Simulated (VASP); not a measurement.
Runs of VASP 6.6.1 on WC (Qusongite). It takes space group P-6m2 (No. 187, hexagonal). Conventional cell: a = 2.907 Å, b = 2.907 Å, c = 2.837 Å, α = 90.00°, β = 90.00°, γ = 120.00°. Around W (site symmetry -6m2) lie 6 C at 2.20 Å. C (site symmetry -6m2) has 6 W at 2.20 Å as nearest neighbours. 

```tsv
level	potentials or basis	gap on the mesh (eV)	pressure (GPa)	relaxed volume (Å³/atom)
PBEsol	VASP PAW PBE potentials, release 64 (W_sv, C)	none	0.0	10.32
AM05	VASP PAW PBE potentials, release 64 (W_sv, C)	none	0.0	(b)
LDA	VASP PAW LDA potentials, release 64 (W_sv, C)	none	0.1	10.18
RPBE	VASP PAW PBE potentials, release 64 (W_sv, C)	none	0.0	10.67
PBE	VASP PAW PBE potentials, release 64 (W_sv, C)	none	0.1	10.55
r2SCAN	VASP PAW PBE potentials, release 64 (W_sv, C)	none	0.0	(a)
PBE+D3(BJ)	VASP PAW PBE potentials, release 64 (W_sv, C)	none	0.0	10.36
```

Alike in all rows: task relaxation of cell and atoms; no spin polarisation; cell relaxed; k mesh 15 × 15 × 13; cutoff (eV) 600; smearing methfessel-paxton 0.1 eV.

**Question.** Estimate the missing entries.

**Answer.** (a) 10.46; (b) 10.25.

Caveats: the PAW data sets were made with another functional, which shifts forces and pressure a little (some runs); pairwise dispersion overbinds metals, which lowers pressure and volume (some runs).

A k mesh can miss the band edges, and the runs leave out spin-orbit coupling on W.

A gap of «none» marks a metal or a gap under the smearing width.

Not every run made on this cell is shown here.
